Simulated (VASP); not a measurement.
Elastic constants (GPa) of a crystal from VASP with PBEsol GGA, VASP's PBE PAW potentials (set 64):

```
       xx     yy     zz    yz    xz    xy
--  -----  -----  -----  ----  ----  ----
xx  216.9  135.4  161.7   0.0   0.0   0.0
yy  135.4  216.9  161.7   0.0   0.0   0.0
zz  161.7  161.7  193.1   0.0   0.0   0.0
yz    0.0    0.0    0.0  53.2   0.0   0.0
xz    0.0    0.0    0.0   0.0  53.2   0.0
xy    0.0    0.0    0.0   0.0   0.0  22.2
```

Finite-difference elastic constants of metals are sensitive to mesh and smearing; shear constants can be off by tens of GPa.

**Question.** Work out the Voigt, Reuss and Hill moduli, Young's modulus and Poisson's ratio.

**Answer.** All eigenvalues are positive (smallest 22.2 GPa), so the crystal is stable. K_V = (C11+C22+C33+2(C12+C13+C23))/9 = (626.9 + 2×458.8)/9 = 171.6 GPa; G_V = (626.9 − 458.8 + 3×128.6)/15 = 36.9 GPa. From the compliances, K_R = 171.6 GPa and G_R = 29.0 GPa. Hill: K = 171.6 GPa, G = 32.9 GPa, E = 9KG/(3K+G) = 92.9 GPa, ν = (3K−2G)/(2(3K+G)) = 0.410. K/G = 5.21, above Pugh's 1.75; universal anisotropy A^U = 1.37.

**Question.** With a density of 15.25 g/cm³, what are the mean sound speeds?

**Answer.** v_l = √((K+4G/3)/ρ) = 3.76 km/s and v_t = √(G/ρ) = 1.47 km/s. The crystal is CuAu (L1_0), tetragonal.

The compound is CuAu in the L1_0 structure. It was relaxed first.
